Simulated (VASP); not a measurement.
```yaml
crystal:
  lattice:
    - [0.00000, 2.84531, 2.84531]
    - [2.84531, 0.00000, 2.84531]
    - [2.84531, 2.84531, 0.00000]
  atoms:
    - { symbol: Li, position: [0.25000, 0.25000, 0.25000] }
    - { symbol: Li, position: [0.75000, 0.75000, 0.75000] }
    - { symbol: S, position: [0.00000, 0.00000, 0.00000] }
```

The numbers are results of AM05 GGA, VASP's PBE PAW potentials (set 64) (plane waves; VASP 6.6.1), not measurements. Run with 520 eV cut-off, Gaussian smearing of 0.050 eV, potentials Li_sv S.

Problem. Give the energies of bands 4 to 9 at the high-symmetry points, in eV from the valence-band maximum.

Solution. 
```json
[
 {"band": "4", "Γ": "0.00", "X": "-2.17", "U": "-2.09", "L": "-2.90", "W": "-1.84"},
 {"band": "5", "Γ": "0.00", "X": "-1.44", "U": "-1.98", "L": "-0.51", "W": "-1.84"},
 {"band": "6", "Γ": "0.00", "X": "-1.44", "U": "-1.16", "L": "-0.51", "W": "-1.78"},
 {"band": "7", "Γ": "4.27", "X": "3.33", "U": "4.55", "L": "6.12", "W": "5.44"},
 {"band": "8", "Γ": "6.20", "X": "7.11", "U": "8.06", "L": "6.54", "W": "7.26"},
 {"band": "9", "Γ": "6.20", "X": "11.07", "U": "9.44", "L": "6.54", "W": "8.92"}
]
```

The gap is indirect, 3.33 eV, from the valence maximum at Γ to the conduction minimum at X.

The compound is Li2S in the antifluorite structure. It was relaxed first.
